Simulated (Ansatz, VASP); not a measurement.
**Cross-check of SrTiO3 between VASP and Ansatz**

Aim: how closely do two programs agree when they are given the same cell, functional and k mesh? The cell is a member of a volume series, scaled by 0.96 from a relaxed one, so a pressure remains.

Calculated with Ansatz 0.2.0; plane waves, with VASP 6.6.1 beside it; zone-centre phonons at LDA.

## (1) Starting point

It takes space group Pm-3m (No. 221, cubic). Conventional cell: a = 3.809 Å, b = 3.809 Å, c = 3.809 Å, α = 90.00°, β = 90.00°, γ = 90.00°. Sr has 12 O at 2.69 Å nearest. Ti has 6 O at 1.90 Å nearest. O has 2 Ti at 1.90 Å and 4 Sr at 2.69 Å nearest. Farther neighbours and most contacts between anions are not listed.

## (2) VASP: zone-centre phonons, LDA, volume scaled by 0.96

Second derivatives magnify differences that forces hide, and they need a tight electronic threshold.

Lines of VASP's logs that name or quote its potential files are left out, and so is its time.

INCAR

```
SYSTEM = SrTiO3
PREC = Accurate
ENCUT = 560
EDIFF = 1E-08
NELM = 100
ISMEAR = 0
SIGMA = 0.03
LREAL = .FALSE.
ALGO = Normal
GGA = CA
NBANDS = 26
LASPH = .TRUE.
LORBIT = 11
LWAVE = .FALSE.
LCHARG = .FALSE.
KPAR = 8
IBRION = 6
NFREE = 2
POTIM = 0.015
NSW = 1
ISIF = 2
```

POSCAR

```
SrTiO3
1.0
    3.8086206835      0.0000000000      0.0000000000
    0.0000000000      3.8086206835      0.0000000000
    0.0000000000      0.0000000000      3.8086206835
Sr Ti O
1 1 3
Direct
    0.5000000000      0.5000000000      0.5000000000
    0.0000000000      0.0000000000      0.0000000000
    0.5000000000      0.0000000000      0.0000000000
    0.0000000000      0.5000000000      0.0000000000
    0.0000000000      0.0000000000      0.5000000000
```

KPOINTS

```
Automatic mesh
0
Gamma
6 6 6
0 0 0
```

PAW data sets: Sr_sv, Ti_sv and O (LDA family, release 64).

Command:

```sh
> mpirun -np 8 vasp_std
```

Numbers of over 12 decimals in the logs are rounded to 6 here.

What it wrote:

```text
[banner, memory and clock lines left out]
running    8 mpi-ranks, on    1 nodes
 distrk:  each k-point on    1 cores,    8 groups
 distr:  one band on    1 cores,    1 groups

 POSCAR found type information on POSCAR SrTiO
 POSCAR found :  3 types and       5 ions
|                                                                             |
|           W    W    AA    RRRRR   N    N  II  N    N   GGGG   !!!           |
|           W    W   A  A   R    R  NN   N  II  NN   N  G    G  !!!           |
|           W    W  A    A  R    R  N N  N  II  N N  N  G       !!!           |
|           W WW W  AAAAAA  RRRRR   N  N N  II  N  N N  G  GGG   !            |
|           WW  WW  A    A  R   R   N   NN  II  N   NN  G    G                |
|           W    W  A    A  R    R  N    N  II  N    N   GGGG   !!!           |
|                                                                             |
|     For optimal performance we recommend to set                             |
|       NCORE = 2 up to number-of-cores-per-socket                            |
|     NCORE specifies how many cores store one orbital (NPAR=cpu/NCORE).      |
|     This setting can greatly improve the performance of VASP for DFT.       |
|     The default, NCORE=1 might be grossly inefficient on modern             |
|     multi-core architectures or massively parallel machines. Do your        |
|     Unfortunately you need to use the default for GW and RPA                |
|     calculations (for HF NCORE is supported but not extensively tested      |
|     yet).                                                                   |
|                                                                             |

 LDA part: xc-table for (Slater(with rela. corr.)+CA(PZ))
 , standard interpolation
 POSCAR, INCAR and KPOINTS ok, starting setup
 FFT: planning ... GRIDC
 FFT: planning ... GRID_SOFT
 FFT: planning ... GRID
 WAVECAR not read
 entering main loop
       N       E                     dE             d eps       ncg     rms          rms(c)
DAV:   1     0.448311905398E+03    0.44831E+03   -0.21965E+04  1040   0.178E+03
DAV:   2    -0.859571991743E+01   -0.45691E+03   -0.44185E+03  1198   0.480E+02
DAV:   3    -0.512202670354E+02   -0.42625E+02   -0.41553E+02  1178   0.145E+02
DAV:   4    -0.538185261970E+02   -0.25983E+01   -0.25956E+01  1768   0.301E+01
DAV:   5    -0.538570650255E+02   -0.38539E-01   -0.38521E-01  1352   0.326E+00    0.298E+01
DAV:   6    -0.441912969979E+02    0.96658E+01   -0.56199E+01  1470   0.714E+01    0.186E+01
DAV:   7    -0.441973821697E+02   -0.60852E-02   -0.73153E+00  1330   0.212E+01    0.125E+01
DAV:   8    -0.442016292235E+02   -0.42471E-02   -0.16281E+00  1310   0.138E+01    0.311E+00
DAV:   9    -0.441169205982E+02    0.84709E-01   -0.39822E-01  1304   0.688E+00    0.851E-01
DAV:  10    -0.441201143127E+02   -0.31937E-02   -0.11557E-01  1402   0.245E+00    0.714E-01
DAV:  11    -0.441134141465E+02    0.67002E-02   -0.45310E-02  1530   0.163E+00    0.137E-01
DAV:  12    -0.441132828611E+02    0.13129E-03   -0.21668E-03  1332   0.557E-01    0.546E-02
DAV:  13    -0.441133083247E+02   -0.25464E-04   -0.20398E-04  1498   0.109E-01    0.312E-02
DAV:  14    -0.441133009656E+02    0.73590E-05   -0.45934E-05  1342   0.502E-02    0.102E-02
DAV:  15    -0.441133002140E+02    0.75164E-06   -0.14752E-05  1440   0.268E-02    0.715E-03
DAV:  16    -0.441132999858E+02    0.22823E-06   -0.20172E-06  1394   0.148E-02    0.124E-03
DAV:  17    -0.441132999794E+02    0.63592E-08   -0.88503E-08  1254   0.308E-03
   1 F= -.44113300E+02 E0= -.44113300E+02  d E =-.178700E-44
[... from here on, the cycles between the ionic steps are left out ...]
   2 F= -.44112749E+02 E0= -.44112749E+02  d E =-.137221E-44
   3 F= -.44112749E+02 E0= -.44112749E+02  d E =-.138560E-44
   4 F= -.44112684E+02 E0= -.44112684E+02  d E =-.134368E-44
   5 F= -.44112684E+02 E0= -.44112684E+02  d E =-.135131E-44
   6 F= -.44111330E+02 E0= -.44111330E+02  d E =-.167449E-44
   7 F= -.44111330E+02 E0= -.44111330E+02  d E =-.166349E-44
   8 F= -.44112857E+02 E0= -.44112857E+02  d E =-.188235E-44
 Finite differences progress:
  Degree of freedom:   4/  4
  Displacement:        1/  2
  Total:               7/  8
 bond charge predicted
       N       E                     dE             d eps       ncg     rms          rms(c)
DAV:   1    -0.441100689289E+02    0.27879E-02   -0.32713E+00  3516   0.982E+00    0.309E-01
DAV:   2    -0.441134114538E+02   -0.33425E-02   -0.45415E-02  3870   0.127E+00    0.184E-01
DAV:   3    -0.441128805933E+02    0.53086E-03   -0.20178E-03  4430   0.279E-01    0.637E-02
DAV:   4    -0.441128601899E+02    0.20403E-04   -0.45808E-04  3816   0.162E-01    0.270E-02
DAV:   5    -0.441128590670E+02    0.11229E-05   -0.35742E-05  3890   0.579E-02    0.171E-02
DAV:   6    -0.441128574706E+02    0.15964E-05   -0.31168E-06  4404   0.147E-02    0.829E-03
DAV:   7    -0.441128568043E+02    0.66632E-06   -0.19005E-06  3748   0.107E-02    0.137E-03
DAV:   8    -0.441128568369E+02   -0.32640E-07   -0.45631E-07  3786   0.446E-03    0.996E-04
DAV:   9    -0.441128568327E+02    0.41896E-08   -0.20165E-08  3052   0.115E-03
   9 F= -.44112857E+02 E0= -.44112857E+02  d E =-.182371E-44
 Finite differences progress:
  Degree of freedom:   4/  4
  Displacement:        2/  2
  Total:               8/  8
```

Parts of OUTCAR (step 2):

```text
ion  position               nearest neighbor table
   1  0.500  0.500  0.500-   3 2.69   4 2.69   5 2.69   3 2.69   4 2.69   3 2.69   5 2.69   3 2.69
                             4 2.69   5 2.69   4 2.69   5 2.69   2 3.30   2 3.30   2 3.30   2 3.30
   2  0.000  0.000  0.000-   3 1.90   4 1.90   5 1.90   5 1.90   4 1.90   3 1.90   1 3.30   1 3.30
                             1 3.30   1 3.30   1 3.30   1 3.30   1 3.30   1 3.30
   3  0.500  0.000  0.000-   2 1.90   2 1.90   1 2.69   1 2.69   1 2.69   1 2.69
   4  0.000  0.500  0.000-   2 1.90   2 1.90   1 2.69   1 2.69   1 2.69   1 2.69
   5  0.000  0.000  0.500-   2 1.90   2 1.90   1 2.69   1 2.69   1 2.69   1 2.69

  LATTYP: Found a simple cubic cell.
 ALAT       =     3.8086206835

 Subroutine GETGRP returns: Found 48 space group operations
 (whereof 48 operations were pure point group operations)

The static configuration has the point symmetry O_h .

 Found     20 irreducible k-points:

   k-points           NKPTS =     20   k-points in BZ     NKDIM =     20   number of bands    NBANDS=     26

   dimension x,y,z NGX =    30 NGY =   30 NGZ =   30
   dimension x,y,z NGXF=    60 NGYF=   60 NGZF=   60

   ENCUT  =  560.0 eV  41.16 Ry    6.42 a.u.   7.35  7.35  7.35*2*pi/ulx,y,z

   NELECT =      40.0000    total number of electrons

 k-points in reciprocal lattice and weights: Automatic mesh
   0.00000000  0.00000000  0.00000000       0.005
   0.16666667  0.00000000  0.00000000       0.028
   0.33333333  0.00000000  0.00000000       0.028
   0.50000000  0.00000000  0.00000000       0.014
   0.16666667  0.16666667  0.00000000       0.056
   0.33333333  0.16666667  0.00000000       0.111
   0.50000000  0.16666667  0.00000000       0.056
   0.33333333  0.33333333  0.00000000       0.056
   0.50000000  0.33333333  0.00000000       0.056
[...]
0.50000000  0.50000000  0.33333333       0.028
   0.50000000  0.50000000  0.50000000       0.005

 average (electrostatic) potential at core
       1 -33.4682       2 -75.5738       3 -70.0451       4 -70.0450       5 -70.0452

 E-fermi :   4.8160

 k-point     1 :       0.0000    0.0000    0.0000
  band No.  band energies     occupation
    ...
     16       3.2017      2.00000
     17       3.2017      2.00000
     18       4.2194      2.00000
     19       4.2208      2.00000
     20       4.2210      2.00000
     21       6.3955      0.00000
     22       6.3958      0.00000
     23       6.3984      0.00000
     24       9.3519      0.00000
     25       9.3525      0.00000
    ...

 k-point     2 :       0.1667    0.0000    0.0000
  band No.  band energies     occupation
    ...
     16       2.8154      2.00000
     17       2.9233      2.00000
     18       3.3889      2.00000
     19       4.0553      2.00000
     20       4.0558      2.00000
     21       6.4477      0.00000
     22       7.0706      0.00000
     23       7.0707      0.00000
     24       9.4123      0.00000
     25      10.0808      0.00000
    ...

 k-point     3 :       0.3333    0.0000    0.0000
  band No.  band energies     occupation
    ...
     16       2.1993      2.00000
     17       2.2634      2.00000
     18       2.4426      2.00000
     19       3.8736      2.00000
     20       3.8737      2.00000
     21       6.5571      0.00000
     22       8.1594      0.00000
     23       8.1602      0.00000
     24       9.4426      0.00000
     25      11.2855      0.00000
    ...

 POSITION                                       TOTAL-FORCE (eV/Angst)
 -----------------------------------------------------------------------------------
      1.90431      1.90431      1.90431         0.000000     -0.000858      0.000000
      0.00000      0.00000      0.00000         0.000000      0.017549      0.000000
      1.90431     -0.01500      0.00000         0.000000      0.058959      0.000000
      0.00000      1.90431      0.00000         0.000000     -0.090477      0.000000
      0.00000      0.00000      1.90431         0.000000      0.014827      0.000000
 -----------------------------------------------------------------------------------
    total drift:                                0.000000      0.000220     -0.000000

  FREE ENERGIE OF THE ION-ELECTRON SYSTEM (eV)
  ---------------------------------------------------
  free  energy   TOTEN  =       -44.1128568327 eV

  energy  without entropy=      -44.1128568327  energy(sigma->0) =      -44.11285683

 Eigenvectors and eigenvalues of the dynamical matrix
 ----------------------------------------------------

   1 f  =   18.400158 THz   115.611604 2PiTHz  613.763214 cm-1    76.096906 meV
             X         Y         Z           dx          dy          dz
      1.904310  1.904310  1.904310     0.015976    0.000310    0.000000
      0.000000  0.000000  0.000000     0.126722    0.002460    0.000000
      1.904310  0.000000  0.000000    -0.885978    0.006115    0.000000
      0.000000  1.904310  0.000000     0.314923   -0.017202   -0.000000
      0.000000  0.000000  1.904310     0.314923    0.006115   -0.000000

   2 f  =   18.400158 THz   115.611604 2PiTHz  613.763214 cm-1    76.096906 meV
             X         Y         Z           dx          dy          dz
      1.904310  1.904310  1.904310     0.000000   -0.000000   -0.015979
      0.000000  0.000000  0.000000     0.000000   -0.000000   -0.126746
      1.904310  0.000000  0.000000    -0.000000   -0.000000   -0.314982
      0.000000  1.904310  0.000000     0.000000    0.000000   -0.314982
      0.000000  0.000000  1.904310     0.000000   -0.000000    0.886145

   3 f  =   18.400158 THz   115.611604 2PiTHz  613.763214 cm-1    76.096906 meV
             X         Y         Z           dx          dy          dz
      1.904310  1.904310  1.904310    -0.000310    0.015976   -0.000000
      0.000000  0.000000  0.000000    -0.002460    0.126722    0.000000
      1.904310  0.000000  0.000000     0.017202    0.314923    0.000000
      0.000000  1.904310  0.000000    -0.006115   -0.885978   -0.000000
      0.000000  0.000000  1.904310    -0.006115    0.314923    0.000000

   4 f  =    6.708827 THz    42.152805 2PiTHz  223.782389 cm-1    27.745468 meV
             X         Y         Z           dx          dy          dz
      1.904310  1.904310  1.904310     0.000000    0.000000   -0.000000
      0.000000  0.000000  0.000000     0.000000   -0.000000   -0.000000
      1.904310  0.000000  0.000000    -0.000000    0.534665    0.064695
      0.000000  1.904310  0.000000     0.458201   -0.000000   -0.064695
      0.000000  0.000000  1.904310    -0.458201   -0.534665   -0.000000

   5 f  =    6.708827 THz    42.152805 2PiTHz  223.782389 cm-1    27.745468 meV
             X         Y         Z           dx          dy          dz
      1.904310  1.904310  1.904310     0.000000    0.000000   -0.000000
      0.000000  0.000000  0.000000     0.000000   -0.000000    0.000000
      1.904310  0.000000  0.000000    -0.000000   -0.440220    0.286898
      0.000000  1.904310  0.000000     0.473176    0.000000   -0.286898
      0.000000  0.000000  1.904310    -0.473176    0.440220    0.000000

   6 f  =    6.708827 THz    42.152805 2PiTHz  223.782389 cm-1    27.745468 meV
             X         Y         Z           dx          dy          dz
      1.904310  1.904310  1.904310     0.000000    0.000000   -0.000000
      0.000000  0.000000  0.000000     0.000000   -0.000000   -0.000000
      1.904310  0.000000  0.000000    -0.000000   -0.142616   -0.643043
      0.000000  1.904310  0.000000     0.257209   -0.000000    0.643043
      0.000000  0.000000  1.904310    -0.257209    0.142616    0.000000

   7 f  =    5.766866 THz    36.234285 2PiTHz  192.361929 cm-1    23.849829 meV
             X         Y         Z           dx          dy          dz
      1.904310  1.904310  1.904310     0.002418    0.000030   -0.581006
      0.000000  0.000000  0.000000    -0.003361   -0.000042    0.807794
      1.904310  0.000000  0.000000    -0.000288    0.000003   -0.050493
      0.000000  1.904310  0.000000     0.000210   -0.000004   -0.050493
      0.000000  0.000000  1.904310     0.000210    0.000003    0.069167

   8 f  =    5.766866 THz    36.234285 2PiTHz  192.361929 cm-1    23.849829 meV
             X         Y         Z           dx          dy          dz
      1.904310  1.904310  1.904310    -0.575068    0.082853   -0.002388
      0.000000  0.000000  0.000000     0.799539   -0.115194    0.003321
      1.904310  0.000000  0.000000     0.068460    0.007200   -0.000208
      0.000000  1.904310  0.000000    -0.049977   -0.009863   -0.000208
      0.000000  0.000000  1.904310    -0.049977    0.007200    0.000284

   9 f  =    5.766866 THz    36.234285 2PiTHz  192.361929 cm-1    23.849829 meV
             X         Y         Z           dx          dy          dz
      1.904310  1.904310  1.904310     0.082852    0.575073    0.000375
      0.000000  0.000000  0.000000    -0.115193   -0.799546   -0.000521
      1.904310  0.000000  0.000000    -0.009863    0.049977    0.000033
      0.000000  1.904310  0.000000     0.007200   -0.068460    0.000033
      0.000000  0.000000  1.904310     0.007200    0.049977   -0.000045

  10 f  =    3.557787 THz    22.354237 2PiTHz  118.675010 cm-1    14.713819 meV
             X         Y         Z           dx          dy          dz
      1.904310  1.904310  1.904310     0.002323   -0.011349   -0.430654
      0.000000  0.000000  0.000000     0.001457   -0.007118   -0.270090
      1.904310  0.000000  0.000000    -0.001883    0.014661    0.556325
      0.000000  1.904310  0.000000    -0.003001    0.009200    0.556325
      0.000000  0.000000  1.904310    -0.003001    0.014661    0.349098

  11 f  =    3.557787 THz    22.354237 2PiTHz  118.675010 cm-1    14.713819 meV
             X         Y         Z           dx          dy          dz
      1.904310  1.904310  1.904310    -0.096308    0.419747   -0.011582
      0.000000  0.000000  0.000000    -0.060401    0.263250   -0.007264
      1.904310  0.000000  0.000000     0.078069   -0.542236    0.014961
      0.000000  1.904310  0.000000     0.124412   -0.340256    0.014961
      0.000000  0.000000  1.904310     0.124412   -0.542236    0.009388

  12 f  =    3.557787 THz    22.354237 2PiTHz  118.675010 cm-1    14.713819 meV
             X         Y         Z           dx          dy          dz
      1.904310  1.904310  1.904310     0.419900    0.096335   -0.000273
      0.000000  0.000000  0.000000     0.263346    0.060418   -0.000171
      1.904310  0.000000  0.000000    -0.340381   -0.124447    0.000353
      0.000000  1.904310  0.000000    -0.542434   -0.078092    0.000353
      0.000000  0.000000  1.904310    -0.542434   -0.124447    0.000222

  13 f/i=    0.017411 THz     0.109398 2PiTHz    0.580778 cm-1     0.072007 meV
             X         Y         Z           dx          dy          dz
      1.904310  1.904310  1.904310     0.407290   -0.557393   -0.001706
      0.000000  0.000000  0.000000     0.299900   -0.410425   -0.001256
      1.904310  0.000000  0.000000     0.175023   -0.240217   -0.000735
      0.000000  1.904310  0.000000     0.175528   -0.239526   -0.000735
      0.000000  0.000000  1.904310     0.175528   -0.240217   -0.000733

  14 f/i=    0.017411 THz     0.109398 2PiTHz    0.580778 cm-1     0.072007 meV
             X         Y         Z           dx          dy          dz
      1.904310  1.904310  1.904310    -0.498206   -0.363091   -0.310693
      0.000000  0.000000  0.000000    -0.366845   -0.267355   -0.228773
      1.904310  0.000000  0.000000    -0.214092   -0.156479   -0.133898
      0.000000  1.904310  0.000000    -0.214709   -0.156029   -0.133898
      0.000000  0.000000  1.904310    -0.214709   -0.156479   -0.133513

  15 f/i=    0.017411 THz     0.109398 2PiTHz    0.580778 cm-1     0.072007 meV
             X         Y         Z           dx          dy          dz
      1.904310  1.904310  1.904310    -0.249960   -0.184534    0.616475
      0.000000  0.000000  0.000000    -0.184054   -0.135878    0.453930
      1.904310  0.000000  0.000000    -0.107414   -0.079528    0.265679
      0.000000  1.904310  0.000000    -0.107724   -0.079299    0.265679
      0.000000  0.000000  1.904310    -0.107724   -0.079528    0.264915

 ELASTIC MODULI CONTR FROM IONIC RELAXATION (kBar)
 Direction    XX          YY          ZZ          XY          YZ          ZX
 --------------------------------------------------------------------------------
 XX           0.0000      0.0000      0.0000      0.0000      0.0000      0.0000
 YY           0.0000      0.0000      0.0000      0.0000      0.0000      0.0000
 ZZ           0.0000      0.0000      0.0000      0.0000      0.0000      0.0000
 XY           0.0000      0.0000      0.0000      0.0000      0.0000      0.0000
 YZ           0.0000      0.0000      0.0000      0.0000      0.0000      0.0000
 ZX           0.0000      0.0000      0.0000      0.0000      0.0000      0.0000
 --------------------------------------------------------------------------------

 total charge
# of ion       s       p       d       tot
------------------------------------------
    1        2.002   5.800   0.242   8.044
    2        2.260   6.390   1.889  10.538
    3        1.555   3.509   0.000   5.064
    4        1.555   3.509   0.000   5.064
    5        1.555   3.509   0.000   5.064
--------------------------------------------------
tot          8.925  22.718   2.131  33.774

[... 3 further parts left out ...]
```

This run has no spin polarisation, so a moment on Ti, if there is one, isn't seen. The last energy, forces, stress and levels in OUTCAR belong to the last displaced cell, not to the cell of POSCAR.

[end of part 1 of 2]

[Lines on the potential files, build, host, timing and source positions are cut from VASP's logs without a mark.]

[Logs are printed without paths, hosts, clocks, repeated set-up lines and the standing remarks that a program may print on its own settings, such as how far it seeks lower states.]

[Hosts, paths, dates, database ids (printed as entryN), source tags and the programs' standing remarks are cut or masked in the printed files.]
